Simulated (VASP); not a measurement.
Data:

```xyz
2
Lattice="2.8560 0.0000 0.0000 0.0000 2.8560 0.0000 0.0000 0.0000 2.8418" Properties=species:S:1:pos:R:3 pbc="T T T"
Ga     1.4280     1.4280     1.4209
Co     0.0000     0.0000     0.0000
```

Computed with r2SCAN meta-GGA, VASP's PBE PAW potentials (set 64) (plane waves; VASP). Settings: 480 eV cut-off, 12×12×12 Γ-centred mesh, first-order Methfessel-Paxton smearing of 0.10 eV, potentials Ga_d Co.

### Question
Predict the energy per atom (σ→0), pressure, band gap (on the k-mesh) with the smallest direct gap where there is one.

### Answer

```yaml
band gap (on the k-mesh): none (metal, semimetal or under 0.01 eV)
energy per atom (σ→0): -12.523 eV/atom
pressure: -1.49 GPa
```

Total energies compare only between runs with the same potentials, cut-off and functional.

The compound is CoGa in the CsCl type structure. This cell was strained or had an atom moved on purpose. The run is not spin-polarised, so no magnetic state was tried.
